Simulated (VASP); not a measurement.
A run of VASP 6.6.1 is set up as follows.

File INCAR:

```
SYSTEM = TiRe
ALGO = Normal
EDIFF = 1E-7
EDIFFG = -0.005
ENCUT = 600
GGA = PS
IBRION = 2
ISIF = 3
ISMEAR = 0
LASPH = .TRUE.
LCHARG = .FALSE.
LREAL = .FALSE.
LWAVE = .FALSE.
NELM = 60
NSW = 100
PREC = Accurate
SIGMA = 0.1
```

Contents of KPOINTS:

```
k-points
0
G
  14 14 14
  0 0 0
```

File POSCAR:

```
TiRe
1.0
    3.0813157485      0.0000000000      0.0000000000
    0.0000000000      3.0813157485      0.0000000000
    0.0000000000      0.0000000000      3.0813157485
Ti Re
1 1
Direct
    0.5000000000      0.5000000000      0.5000000000
    0.0000000000      0.0000000000      0.0000000000
```

Potentials or basis: VASP PAW PBE potentials, release 64 (Ti_sv, Re).

Launch:

```sh
$ cat potpaw_PBE.64/Ti_sv/POTCAR potpaw_PBE.64/Re/POTCAR > POTCAR
$ mpirun -np 1 vasp_std > vasp.out
```

(1) Predict the space group after relaxing (to 0.05 Å).

(2) What does it give for the relaxed cell?

## Answers

(1) Pm-3m (No. 221).

(2) a = 3.083 Å, b = 3.083 Å, c = 3.083 Å, α = 90.00°, β = 90.00°, γ = 90.00°.
